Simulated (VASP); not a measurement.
Energy against volume of ZnSe (zinc blende). These are RPBE GGA, VASP's PBE PAW potentials (set 64) (plane waves; VASP) values and carry that method's errors. Numerical set-up: 520 eV cut-off, 8×8×8 Γ-centred mesh, Gaussian smearing of 0.050 eV, potentials Zn Se.

```tsv
V (Å³/atom)	E (eV/atom)
23.079	-2.68082
23.816	-2.69290
24.552	-2.69674
25.289	-2.69361
```

Fit these four points and predict the energy of the run at 26.026 Å³/atom.

A cubic in V^(−2/3), the third-order Birch-Murnaghan form, passes through the four points with V0 = 24.57 Å³/atom and B0 = 50 GPa, and gives -2.6846 eV/atom there. The run gave -2.6846 eV/atom, -0.0 meV/atom from the fit; all five points give B0 = 50 GPa.

The compound is ZnSe in the zinc blende structure. It was relaxed first, which changed the volume by +8 %.
